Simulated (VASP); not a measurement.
Shape and ions are relaxed at each volume.

```
Lu
1.0
    1.78383    -3.08968     0.00000
    1.78383     3.08968     0.00000
    0.00000     0.00000     5.56958
Lu
2
Direct
  0.33333   0.66667   0.25000
  0.66667   0.33333   0.75000
```

The numbers are results of RPBE GGA, VASP's PBE PAW potentials (set 64) (plane waves; VASP), not measurements. Run with 520 eV cut-off, 12×12×7 Γ-centred mesh, first-order Methfessel-Paxton smearing of 0.10 eV, potentials Lu_3.

### Question
Give the energy at these volumes per atom, relative to the lowest: 28.77, 29.69, 30.60, 31.52, 32.44 Å³.

### Answer
18.5, 4.8, 0.0, 2.9, 12.6 meV/atom. A third-order Birch-Murnaghan fit gives B0 = 44.5 GPa and B0′ = 3.5.

Measured: bulk modulus 47.6 GPa (computed value off by -6.4 %), as given by Wikipedia, Lutetium (infobox). The calculation is for a static lattice, while the measured bulk modulus holds thermal and zero-point effects, which are part of the difference.

The compound is Lu in the hcp structure. It was relaxed first.
